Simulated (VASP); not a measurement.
```xyz
8
Lattice="0.0000 2.3095 2.3095 2.3095 0.0000 2.3095 9.2437 9.2437 -0.0056" Properties=species:S:1:pos:R:3 pbc="T T T"
Zr     2.3095     2.3095     4.6191
C      2.3262     2.3262     2.2929
C      4.6255     4.6255     2.3031
C      6.9278     6.9278     2.3104
C      9.2271     9.2271     2.3206
Hf     4.6287     4.6287     4.6095
Hf     6.9314     6.9314     4.6163
Hf     6.9246     6.9246     0.0040
```

Level of theory: PBEsol GGA, VASP's PBE PAW potentials (set 64) (plane waves; VASP 6.6.1). Numerical set-up: 520 eV cut-off, Gaussian smearing of 0.050 eV, potentials Zr_sv C Hf_pv.

Unless said otherwise, spin-orbit coupling is left out, though it shifts the bands of the heavy elements here.

**Question.** What does the run give for the band gap (along the path) with the smallest direct gap where there is one?

**Answer.** 
```yaml
band gap (along the path): none (metal, semimetal or under 0.01 eV)
```

The structure was generated: Hf3ZrC4 was put into an ordered model structure (R-3m), which need not be its known phase. It was relaxed first.
